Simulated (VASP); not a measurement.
Here is the system:

```
CELL_PARAMETERS angstrom
      1.96908    -3.41055     0.00000
      1.96908     3.41055     0.00000
      0.00000     0.00000     6.09361
ATOMIC_POSITIONS crystal
  La 0.33333 0.66667 0.24546
  La 0.66667 0.33333 0.75454
  O  0.00000 0.00000 0.00000
  O  0.33333 0.66667 0.64629
  O  0.66667 0.33333 0.35371
```

Method: TPSS meta-GGA, VASP's PBE PAW potentials (set 64) (plane waves; VASP 6.6.1). Run with 520 eV cut-off, 6×6×4 Γ-centred mesh, Gaussian smearing of 0.050 eV, potentials La O.

Question: Predict the energy per atom (σ→0), band gap (on the k-mesh) with the smallest direct gap where there is one.

Answer: 
```json
{
  "band gap (on the k-mesh)": "3.96 eV",
  "smallest direct gap (on the k-mesh)": "4.11 eV",
  "energy per atom (σ→0)": "-12.744 eV/atom"
}
```

Only differences to runs with the same potentials and settings are physical.

The compound is La2O3 in the a-type structure. It was relaxed first. The start is the result of an earlier pass.
